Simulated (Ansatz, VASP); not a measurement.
**Sr2SO in VASP and in Ansatz**

```
Sr S O
1.0
     4.07001    0.00000    0.00000
     0.00000    4.07001    0.00000
     0.00000    0.00000    5.75587
Sr S O
2 1 1
Direct
  0.50000 0.50000 0.50000
  0.00000 0.00000 0.00000
  0.00000 0.00000 0.50000
  0.50000 0.50000 0.00000
```

Change from the starting cell: volume scaled by 1.02.

Alike in both runs: task single point; functional PBE; k mesh 7 × 7 × 5; occupations fermi-dirac, width 0.05 eV; no spin polarisation.

```csv
,VASP,Ansatz
version,VASP 6.6.1,Ansatz 0.2.0
potentials or method,"VASP PAW PBE potentials, release 64 (Sr_sv, S, O)",Ansatz PAW
plane-wave cutoff (eV),520,420
valence electrons in the cell,32,32
```

VASP gave:

```
gap on the k mesh at the Fermi level (eV)       : 2.21
least direct gap on the mesh (eV)               : 2.21
pressure (GPa)                                  : -1.1
largest component of the traceless stress (GPa) : 0.06
```

Which values does Ansatz return?

gap on the k mesh at the Fermi level (eV): 2.23; least direct gap on the mesh (eV): 2.23; pressure (GPa): -1.3; largest component of the traceless stress (GPa): 0.06.

Caveats: an odd mesh through Γ misses points on the zone boundary, where band edges often lie (VASP); odd divisions of the mesh miss points on the zone boundary, where band edges often lie, so the gap on the mesh can be too wide (Ansatz).
